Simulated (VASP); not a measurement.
Consider the following.

```xyz
5
Lattice="4.0068 0.0000 0.0000 0.0000 4.0068 0.0000 0.0000 0.0000 4.0068" Properties=species:S:1:pos:R:3 pbc="T T T"
K      0.0000     0.0000     0.0000
Ta     2.0034     2.0034     2.0034
O      2.0034     0.0000     2.0034
O      0.0000     2.0034     2.0034
O      2.0034     2.0034     0.0000
```

The numbers are results of optB86b-vdW, VASP's PBE PAW potentials (set 64) (plane waves; VASP), not measurements. Numerical set-up: 520 eV cut-off, 6×6×6 Γ-centred mesh, tetrahedra with Blöchl corrections, potentials K_sv Ta_pv O.

Unless said otherwise, spin-orbit coupling is left out, though it shifts the bands of the heavy elements here.

Problem. What does the run give for the energy per atom (σ→0), band gap (on the k-mesh) with the smallest direct gap where there is one?

Solution. 
```
Property                                      Value
-----------------------------------  --------------
band gap (on the k-mesh)                    2.14 eV
smallest direct gap (on the k-mesh)         2.76 eV
energy per atom (σ→0)                -6.428 eV/atom
```

Total energies compare only between runs with the same potentials, cut-off and functional.

The compound is KTaO3 in the cubic perovskite structure. It was relaxed first.
